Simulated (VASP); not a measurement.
Input:

```
CELL_PARAMETERS angstrom
      0.00000     2.27680     2.27680
      2.27680     0.00000     2.27680
      2.27680     2.27680     0.00000
ATOMIC_POSITIONS crystal
  Hf 0.00000 0.00000 0.00000
  N  0.50000 0.50000 0.50000
```

Computed with revPBE GGA, VASP's PBE PAW potentials (set 64) (plane waves; VASP). Settings: 520 eV cut-off, 14×14×14 Γ-centred mesh, first-order Methfessel-Paxton smearing of 0.10 eV, potentials Hf_pv N.

Question: Give the energy at these volumes per atom, relative to the lowest: 11.09, 11.44, 11.80, 12.15, 12.51 Å³.

Answer: 39.0, 9.3, 0.0, 8.0, 30.7 meV/atom. A third-order Birch-Murnaghan fit gives B0 = 260 GPa and B0′ = 4.4.

Measured: a 4.524 Å (computed value off by +0.7 %), as given by Seo, Lee, Wen, Petrov, Greene, Gall, J. Appl. Phys. 96, 878 (2004). The calculation is for a static lattice, while the measured a holds thermal and zero-point effects, which are part of the difference.

The compound is HfN in the rock salt structure. It was relaxed first.
